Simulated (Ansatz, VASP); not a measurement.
## SrZrSeO2 in two plane-wave programs

One calculation is typed for both programs; each brings its own data sets. How far apart do they land? The cell is generated by rule, not measured, and may not be a known phase. The cell is taken from a series of runs on this material, whose earlier steps may have relaxed, scaled, displaced or heated it; both programs get it as it stands.

Calculated with Ansatz 0.2.0; plane waves, with VASP 6.6.1 beside it; zone-centre phonons at PBEsol.

The structure was built from a prototype and need not be the compound's stable phase.

## 1. The structure

Symmetry: P4/mmm, No. 123, tetragonal system. Conventional cell: a = 4.234 Å, b = 4.234 Å, c = 5.583 Å, α = 90.00°, β = 90.00°, γ = 90.00°. Nearest to Sr lie 4 O at 2.12 Å and 2 Se at 2.79 Å. Nearest to Zr lie 4 Se at 2.99 Å. O has 2 Sr at 2.12 Å nearest. Nearest to Se lie 2 Sr at 2.79 Å and 4 Zr at 2.99 Å. Farther neighbours and most contacts between anions are not listed.

As a file:

```
Sr Zr O Se
1.0
     5.58253    0.00000    0.00000
     0.00000    4.23393    0.00000
     0.00000    0.00000    4.23393
Sr Zr O Se
1 1 2 1
Direct
  0.00000 0.00000 0.00000
  0.50000 0.50000 0.50000
  0.00000 0.00000 0.50000
  0.00000 0.50000 0.00000
  0.50000 0.00000 0.00000
```

## 2. VASP: zone-centre phonons, PBEsol

Second derivatives magnify differences that forces hide, and they need a tight electronic threshold.

Lines of VASP's logs that name or quote its potential files are left out, and so is its time.

Contents of INCAR:

```
SYSTEM = SrZrSeO2
PREC = Accurate
ENCUT = 600
EDIFF = 1E-08
NELM = 120
ISMEAR = 1
SIGMA = 0.2
LREAL = .FALSE.
ALGO = Normal
GGA = PS
NBANDS = 26
LASPH = .TRUE.
LORBIT = 11
LWAVE = .FALSE.
LCHARG = .FALSE.
ISIF = 2
IBRION = 8
GGA_COMPAT = .FALSE.
KPAR = 2
```

Contents of POSCAR:

```
SrZrSeO2
1.0
    5.5825277803      0.0000000000      0.0000000000
    0.0000000000      4.2339339086      0.0000000000
    0.0000000000      0.0000000000      4.2339339086
Sr Zr O Se
1 1 2 1
Direct
    0.0000000000      0.0000000000      0.0000000000
    0.5000000000      0.5000000000      0.5000000000
    0.0000000000      0.0000000000      0.5000000000
    0.0000000000      0.5000000000      0.0000000000
    0.5000000000      0.0000000000      0.0000000000
```

Contents of KPOINTS:

```
Automatic mesh
0
Gamma
6 8 8
0 0 0
```

PAW data sets: Sr_sv, Zr_sv, O and Se (PBE family, release 64).

The run is started by

```sh
mpirun -np 2 vasp_std
```

Numbers of over 12 decimals in the logs are rounded to 6 here.

Log:

```text
[banner, memory and clock lines left out]
running    2 mpi-ranks, on    1 nodes
 distrk:  each k-point on    1 cores,    2 groups
 distr:  one band on    1 cores,    1 groups

 POSCAR found type information on POSCAR SrZrO Se
 POSCAR found :  4 types and       5 ions
|                                                                             |
|               ----> ADVICE to this user running VASP <----                  |
|                                                                             |
|     You enforced a specific xc type in the INCAR file but a different       |
|     [... a line on the potential file left out ...]
|     I HOPE YOU KNOW WHAT YOU ARE DOING!                                     |
|                                                                             |

 LDA part: xc-table for (Slater+PW92), standard interpolation
 POSCAR, INCAR and KPOINTS ok, starting setup
 FFT: planning ... GRIDC
 FFT: planning ... GRID_SOFT
 FFT: planning ... GRID
 WAVECAR not read
 entering main loop
       N       E                     dE             d eps       ncg     rms          rms(c)
DAV:   1     0.330311877246E+03    0.33031E+03   -0.22758E+04  3120   0.163E+03
DAV:   2    -0.178811391792E+02   -0.34819E+03   -0.34057E+03  3910   0.365E+02
DAV:   3    -0.431297777988E+02   -0.25249E+02   -0.25139E+02  4652   0.927E+01
DAV:   4    -0.441254603857E+02   -0.99568E+00   -0.99363E+00  4622   0.153E+01
DAV:   5    -0.441684226323E+02   -0.42962E-01   -0.42959E-01  4398   0.201E+00    0.627E+01
DAV:   6    -0.300127498108E+02    0.14156E+02   -0.67537E+01  3424   0.360E+01    0.293E+01
DAV:   7    -0.334802484285E+02   -0.34675E+01   -0.95669E+01  3554   0.290E+01    0.302E+01
DAV:   8    -0.284373127153E+02    0.50429E+01   -0.30964E+01  3684   0.179E+01    0.189E+01
DAV:   9    -0.278367360722E+02    0.60058E+00   -0.96719E+00  3510   0.750E+00    0.588E+00
DAV:  10    -0.276634339961E+02    0.17330E+00   -0.75765E-01  3684   0.261E+00    0.283E+00
DAV:  11    -0.276595433372E+02    0.38907E-02   -0.30372E-02  4214   0.798E-01    0.273E+00
DAV:  12    -0.276538640824E+02    0.56793E-02   -0.28517E-02  3340   0.943E-01    0.389E-01
DAV:  13    -0.276526749695E+02    0.11891E-02   -0.37427E-03  3462   0.322E-01    0.124E-01
DAV:  14    -0.276526844576E+02   -0.94881E-05   -0.75008E-04  4266   0.107E-01    0.302E-01
DAV:  15    -0.276526441705E+02    0.40287E-04   -0.14984E-04  3586   0.635E-02    0.568E-02
DAV:  16    -0.276526500443E+02   -0.58738E-05   -0.37501E-05  4214   0.285E-02    0.686E-02
DAV:  17    -0.276526471353E+02    0.29090E-05   -0.30759E-05  3814   0.186E-02    0.410E-02
DAV:  18    -0.276526454833E+02    0.16520E-05   -0.34620E-06  3574   0.638E-03    0.103E-02
DAV:  19    -0.276526452883E+02    0.19496E-06   -0.36644E-07  4052   0.206E-03    0.302E-03
DAV:  20    -0.276526452816E+02    0.67375E-08   -0.11393E-07  3670   0.118E-03    0.262E-03
DAV:  21    -0.276526452801E+02    0.14443E-08   -0.46648E-09  1718   0.394E-04
   1 F= -.27652645E+02 E0= -.27650312E+02  d E =-.699996E-02
 Linear response reoptimize wavefunctions to high precision
DAV:   1    -0.276526452679E+02    0.12216E-07   -0.11769E-08  2098   0.340E-04
DAV:   2    -0.276526452679E+02   -0.27285E-10   -0.33590E-10  1698   0.112E-04
 Linear response DOF=           9
 Linear response progress:
  Degree of freedom:   1/  9
       N       E                     dE             d eps       ncg     rms          rms(c)
RMM:   1    -0.315813185756E+00   -0.31581E+00    0.69066E-01  5379   0.278E+00
RMM:   2    -0.320141638601E+00   -0.43285E-02   -0.57254E-02  5386   0.646E-01    0.254E-01
RMM:   3    -0.321892083852E+00   -0.17504E-02   -0.77733E-03  5389   0.229E-01    0.178E-01
RMM:   4    -0.322213994964E+00   -0.32191E-03   -0.15478E-03  5521   0.137E-01    0.471E-02
RMM:   5    -0.322235707866E+00   -0.21713E-04   -0.34076E-04  5454   0.541E-02    0.151E-01
RMM:   6    -0.322239290147E+00   -0.35823E-05   -0.74114E-05  5564   0.290E-02    0.297E-02
RMM:   7    -0.322244094345E+00   -0.48042E-05   -0.14261E-05  6271   0.117E-02    0.195E-02
RMM:   8    -0.322246838984E+00   -0.27446E-05   -0.81816E-06  5868   0.104E-02    0.908E-03
RMM:   9    -0.322241388655E+00    0.54503E-05    0.14677E-05  6193   0.382E-03    0.303E-03
RMM:  10    -0.322236784767E+00    0.46039E-05   -0.58459E-06  6660   0.186E-03    0.752E-04
RMM:  11    -0.322235440453E+00    0.13443E-05    0.10882E-05  6818   0.103E-03    0.411E-04
RMM:  12    -0.322234484005E+00    0.95645E-06   -0.19086E-06  6983   0.673E-04    0.286E-04
RMM:  13    -0.322233854187E+00    0.62982E-06    0.32862E-06  7041   0.432E-04    0.781E-05
RMM:  14    -0.322233731706E+00    0.12248E-06   -0.73524E-08  7532   0.281E-04    0.605E-05
RMM:  15    -0.322233557757E+00    0.17395E-06    0.12947E-06  7487   0.185E-04    0.516E-05
[...]
RMM:   4    -0.371944160305E+00   -0.95541E-03   -0.57320E-04  8752   0.808E-02    0.173E-02
RMM:   5    -0.371948249168E+00   -0.40889E-05   -0.83126E-05  9461   0.251E-02    0.472E-02
RMM:   6    -0.371951749896E+00   -0.35007E-05   -0.13064E-05 10315   0.987E-03    0.104E-02
RMM:   7    -0.371964784544E+00   -0.13035E-04    0.27224E-06  9086   0.729E-03    0.908E-03
RMM:   8    -0.371964189495E+00    0.59505E-06   -0.37804E-06 10226   0.297E-03    0.338E-03
[...]
RMM:  17    -0.369373548097E+00    0.10253E-07   -0.13309E-07 12052   0.569E-05    0.384E-06
RMM:  18    -0.369373557317E+00   -0.92195E-08    0.16820E-08 11408   0.441E-05    0.564E-06
 first order change of Fermi-energy   0.19830E-02
 force on displaced ion       3 direction 2 :   0.000   1.830   0.000
 Linear response progress:
  Degree of freedom:   7/  9
       N       E                     dE             d eps       ncg     rms          rms(c)
RMM:   1    -0.385648613241E+00   -0.38565E+00    0.94614E-02  9042   0.237E+00
RMM:   2    -0.368784801199E+00    0.16864E-01   -0.23394E-02  8367   0.494E-01    0.158E+00
RMM:   3    -0.370488266536E+00   -0.17035E-02   -0.28371E-03  8227   0.153E-01    0.935E-01
RMM:   4    -0.373995663971E+00   -0.35074E-02   -0.32988E-03  8726   0.224E-01    0.207E+00
RMM:   5    -0.372502022890E+00    0.14936E-02   -0.31765E-03  8589   0.192E-01    0.589E-02
RMM:   6    -0.372333778910E+00    0.16824E-03   -0.16915E-04  8860   0.469E-02    0.152E-01
RMM:   7    -0.372251710496E+00    0.82068E-04   -0.88528E-05  8981   0.251E-02    0.271E-02
RMM:   8    -0.372202053950E+00    0.49657E-04   -0.36295E-05 10120   0.100E-02    0.143E-02
RMM:   9    -0.372188673612E+00    0.13380E-04   -0.39134E-05 10503   0.584E-03    0.697E-03
RMM:  10    -0.372180657581E+00    0.80160E-05   -0.17195E-05 10243   0.373E-03    0.513E-03
RMM:  11    -0.372182942459E+00   -0.22849E-05   -0.96986E-06 11515   0.223E-03    0.456E-03
RMM:  12    -0.372185752442E+00   -0.28100E-05   -0.83441E-06 11385   0.152E-03    0.172E-03
RMM:  13    -0.372185232005E+00    0.52044E-06   -0.49991E-06 11698   0.108E-03    0.654E-04
RMM:  14    -0.372185245933E+00   -0.13928E-07   -0.40494E-06 12878   0.691E-04    0.512E-04
[...]
RMM:  22    -0.372184701113E+00    0.17987E-07   -0.22886E-07 11230   0.886E-05    0.699E-04
RMM:  23    -0.372184648372E+00    0.52741E-07   -0.14350E-07 11180   0.723E-05    0.554E-04
RMM:  24    -0.372184513360E+00    0.13501E-06   -0.92957E-08 11162   0.681E-05    0.327E-04
RMM:  25    -0.372184488592E+00    0.24768E-07   -0.97038E-08 11170   0.530E-05    0.196E-04
RMM:  26    -0.372184470526E+00    0.18066E-07   -0.36968E-08 11082   0.390E-05    0.126E-04
RMM:  27    -0.372184450954E+00    0.19572E-07   -0.49993E-08 10608   0.342E-05    0.731E-05
RMM:  28    -0.372184439925E+00    0.11029E-07   -0.65114E-08 10801   0.295E-05    0.353E-05
RMM:  29    -0.372184433476E+00    0.64488E-08   -0.32628E-08 10020   0.257E-05    0.246E-05
 first order change of Fermi-energy   0.10761E-02
 force on displaced ion       3 direction 3 :   0.000   0.000 -26.144
 Linear response progress:
  Degree of freedom:   8/  9
       N       E                     dE             d eps       ncg     rms          rms(c)
RMM:   1    -0.974221901500E-01   -0.97422E-01    0.11865E-02  6178   0.870E-01
RMM:   2    -0.936056254088E-01    0.38166E-02   -0.86250E-03  5749   0.229E-01    0.434E-01
RMM:   3    -0.940134140720E-01   -0.40779E-03   -0.12980E-03  5878   0.727E-02    0.256E-01
RMM:   4    -0.944195843824E-01   -0.40617E-03   -0.18916E-04  5629   0.431E-02    0.944E-02
RMM:   5    -0.944216365395E-01   -0.20522E-05   -0.40301E-05  5595   0.225E-02    0.323E-02
RMM:   6    -0.944007203046E-01    0.20916E-04   -0.21453E-05  5769   0.964E-03    0.784E-03
RMM:   7    -0.943973311796E-01    0.33891E-05   -0.31025E-05  6141   0.499E-03    0.410E-03
RMM:   8    -0.943976468294E-01   -0.31565E-06   -0.13453E-05  6276   0.247E-03    0.207E-03
RMM:   9    -0.943990981600E-01   -0.14513E-05    0.19370E-06  6468   0.141E-03    0.603E-04
RMM:  10    -0.944000841826E-01   -0.98602E-06   -0.46756E-06  6890   0.808E-04    0.330E-04
RMM:  11    -0.944006676530E-01   -0.58347E-06    0.13061E-06  6735   0.507E-04    0.179E-04
RMM:  12    -0.944009893554E-01   -0.32170E-06   -0.14412E-06  6857   0.333E-04    0.904E-05
RMM:  13    -0.944011792441E-01   -0.18989E-06    0.50563E-07  6932   0.218E-04    0.475E-05
RMM:  14    -0.944012291318E-01   -0.49888E-07   -0.56826E-07  7063   0.146E-04    0.198E-05
RMM:  15    -0.944012630363E-01   -0.33904E-07    0.25287E-07  6915   0.100E-04    0.176E-05
RMM:  16    -0.944012761185E-01   -0.13082E-07   -0.21776E-07  6570   0.718E-05    0.850E-06
RMM:  17    -0.944012834875E-01   -0.73690E-08    0.19443E-07  6232   0.534E-05    0.103E-05
RMM:  18    -0.944013058476E-01   -0.22360E-07   -0.12743E-07  6284   0.426E-05    0.558E-06
RMM:  19    -0.944012937537E-01    0.12094E-07    0.38568E-08  5723   0.341E-05    0.752E-06
RMM:  20    -0.944012965687E-01   -0.28150E-08   -0.59143E-08  4694   0.283E-05    0.422E-06
 first order change of Fermi-energy   0.33579E-03
 force on displaced ion       5 direction 1 : -13.118   0.000  -0.000
 Linear response progress:
  Degree of freedom:   9/  9
       N       E                     dE             d eps       ncg     rms          rms(c)
RMM:   1    -0.901384927125E-01   -0.90138E-01    0.13591E-02 11245   0.842E-01
RMM:   2    -0.865701077228E-01    0.35684E-02   -0.57005E-03  9571   0.228E-01    0.948E-02
RMM:   3    -0.869012367577E-01   -0.33113E-03   -0.80410E-04  9041   0.859E-02    0.484E-02
RMM:   4    -0.873472960697E-01   -0.44606E-03   -0.30749E-04  9093   0.599E-02    0.150E-01
RMM:   5    -0.873610109454E-01   -0.13715E-04   -0.54155E-05  9708   0.259E-02    0.211E-02
RMM:   6    -0.873614215556E-01   -0.41061E-06   -0.12163E-05  9211   0.146E-02    0.442E-02
RMM:   7    -0.873642628978E-01   -0.28413E-05   -0.13423E-05  9452   0.833E-03    0.837E-03
RMM:   8    -0.873827303075E-01   -0.18467E-04    0.83773E-07 10277   0.430E-03    0.772E-03
RMM:   9    -0.873806114604E-01    0.21188E-05   -0.33251E-06 10495   0.222E-03    0.266E-03
RMM:  10    -0.873806004887E-01    0.10972E-07    0.52725E-06 11227   0.105E-03    0.684E-04
RMM:  11    -0.873806380875E-01   -0.37599E-07    0.30971E-07 12080   0.494E-04    0.120E-04
RMM:  12    -0.873810631561E-01   -0.42507E-06    0.22990E-06 12132   0.280E-04    0.129E-04
RMM:  13    -0.873811445542E-01   -0.81398E-07    0.17536E-07 12314   0.168E-04    0.738E-05
RMM:  14    -0.873811309393E-01    0.13615E-07    0.70221E-07 12631   0.107E-04    0.151E-05
RMM:  15    -0.873811177048E-01    0.13234E-07   -0.50995E-08 12792   0.719E-05    0.589E-06
RMM:  16    -0.873811239251E-01   -0.62203E-08    0.88235E-08 12445   0.527E-05    0.573E-06
 first order change of Fermi-energy  -0.22298E-02
 force on displaced ion       5 direction 2 :   0.000   2.194   0.000
 Linear response finished
```

(Part 1 of 3 ends here.)

[Lines on the potential files, build, host, timing and source positions are cut from VASP's logs without a mark.]

[Logs are printed without paths, hosts, clocks, repeated set-up lines and the standing remarks that a program may print on its own settings, such as how far it seeks lower states.]

[Hosts, paths, dates, database ids (printed as entryN), source tags and the programs' standing remarks are cut or masked in the printed files.]
